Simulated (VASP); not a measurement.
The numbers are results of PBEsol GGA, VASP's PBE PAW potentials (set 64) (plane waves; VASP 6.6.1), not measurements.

VASP input:

POSCAR:
```
Be
1.0
  1.1450000000  -1.9831980000   0.0000000000
  1.1450000000   1.9831980000   0.0000000000
  0.0000000000   0.0000000000   3.5800000000
Be
2
Cartesian
  1.1450000000   0.6610673221   0.8950000000
  1.1450000000  -0.6610673221   2.6850000000
```

File KPOINTS:
```
Automatic mesh
0
G
  16 16 9
```

INCAR:
```
SYSTEM = Be
PREC = Accurate
ENCUT = 520
EDIFF = 1E-6
NELM = 100
ALGO = Normal
LREAL = .FALSE.
LASPH = .TRUE.
ISMEAR = 1
SIGMA = 0.1
GGA = PS
LWAVE = .FALSE.
LCHARG = .FALSE.
IBRION = 2
ISIF = 3
NSW = 60
EDIFFG = -0.01
```

POTCAR, in this order: Be (PBE.64 set). Program: vasp_std.

The run wrote:

OSZICAR:
```
       N       E                     dE             d eps       ncg     rms          rms(c)
DAV:   1    -0.262597541792E+01   -0.26260E+01   -0.17860E+03  1818   0.545E+02
DAV:   2    -0.799105644181E+01   -0.53651E+01   -0.50040E+01  2742   0.640E+01
DAV:   3    -0.802486273177E+01   -0.33806E-01   -0.33803E-01  2376   0.483E+00
DAV:   4    -0.802490125199E+01   -0.38520E-04   -0.38520E-04  2694   0.153E-01
DAV:   5    -0.802490129374E+01   -0.41755E-07   -0.42425E-07  2334   0.260E-03    0.121E+00
DAV:   6    -0.800326657223E+01    0.21635E-01   -0.23005E-03  2082   0.657E-01    0.737E-01
DAV:   7    -0.799397087605E+01    0.92957E-02   -0.34465E-03  2028   0.687E-01    0.128E-02
DAV:   8    -0.799396968492E+01    0.11911E-05   -0.14752E-05  2832   0.369E-02    0.540E-03
DAV:   9    -0.799397032759E+01   -0.64267E-06   -0.42255E-07  1944   0.635E-03
   1 F= -.79939703E+01 E0= -.79939233E+01  d E =-.799397E+01
       N       E                     dE             d eps       ncg     rms          rms(c)
DAV:   1    -0.800066194497E+01   -0.66923E-02   -0.23843E-02  2148   0.192E+00    0.621E-02
DAV:   2    -0.800061350320E+01    0.48442E-04   -0.33459E-05  2568   0.635E-02    0.384E-02
DAV:   3    -0.800059111132E+01    0.22392E-04   -0.15866E-05  2082   0.619E-02    0.142E-03
DAV:   4    -0.800059098281E+01    0.12851E-06   -0.77479E-08  1674   0.280E-03
   2 F= -.80005910E+01 E0= -.80005285E+01  d E =-.662066E-02
       N       E                     dE             d eps       ncg     rms          rms(c)
DAV:   1    -0.800074565330E+01   -0.15454E-03   -0.68334E-04  2160   0.325E-01    0.107E-02
DAV:   2    -0.800074505221E+01    0.60109E-06   -0.97375E-07  2562   0.109E-02
   3 F= -.80007451E+01 E0= -.80006793E+01  d E =-.677472E-02
       N       E                     dE             d eps       ncg     rms          rms(c)
DAV:   1    -0.800074407016E+01    0.15831E-05   -0.14694E-05  2094   0.540E-02    0.150E-03
DAV:   2    -0.800074418307E+01   -0.11291E-06   -0.15855E-08  1374   0.133E-03
   4 F= -.80007442E+01 E0= -.80006779E+01  d E =-.677386E-02
       N       E                     dE             d eps       ncg     rms          rms(c)
DAV:   1    -0.800077082810E+01   -0.26758E-04   -0.28657E-04  2268   0.114E-01    0.610E-03
DAV:   2    -0.800077041817E+01    0.40993E-06   -0.13062E-06  2142   0.105E-02
   5 F= -.80007704E+01 E0= -.80006972E+01  d E =-.262351E-04
```

OUTCAR:
```
------------------------ aborting loop because EDIFF is reached ----------------------------------------
  FORCE on cell =-STRESS in cart. coord.  units (eV):
  Direction    XX          YY          ZZ          XY          YZ          ZX
  --------------------------------------------------------------------------------------
  Total        0.0058586      0.0058586      0.0086825      0.0000000      0.0000000     -0.0000000
  in kB        0.5972249      0.5972248      0.8851017      0.0000000      0.0000000     -0.0000000
  external PRESSURE =       0.6931838 kB  Pullay stress =       0.0000000 kB
  volume of cell :       15.72
      direct lattice vectors                 reciprocal lattice vectors
     1.130274652 -1.957692956 -0.000000000     0.442370356 -0.255402666 -0.000000000
     1.130274652  1.957692956  0.000000000     0.442370356  0.255402666 -0.000000000
     0.000000000 -0.000000000  3.551451467    -0.000000000 -0.000000000  0.281575015
 POSITION                                       TOTAL-FORCE (eV/Angst)
 -----------------------------------------------------------------------------------
      1.13027      0.65257      0.88786         0.000000     -0.000000      0.000000
      1.13027     -0.65257      2.66359        -0.000000      0.000000      0.000000
 -----------------------------------------------------------------------------------
    total drift:                                0.000000     -0.000003      0.000005
  FREE ENERGIE OF THE ION-ELECTRON SYSTEM (eV)
  ---------------------------------------------------
  free  energy   TOTEN  =        -8.0007704182 eV

  energy  without entropy=       -8.0005508897  energy(sigma->0) =       -8.00069724

 reached required accuracy - stopping structural energy minimisation
```
(Selected blocks of OUTCAR.)

### CONTCAR
```
Be
   1.00000000000000
     1.1302746518942510   -1.9576929556573168   -0.0000000000000000
     1.1302746518942510    1.9576929556573168    0.0000000000000000
     0.0000000000000000   -0.0000000000000000    3.5514514673977660
  Be
     2
Direct
     0.3333330000000032    0.6666669999999968    0.2500000000000000
     0.6666669999999968    0.3333330000000032    0.7500000000000000
```

Energy and stress use the plane-wave basis of the starting cell.

The compound is Be in the hcp structure. This run relaxes it. Symmetry was kept, so distortions that lower it aren't found.
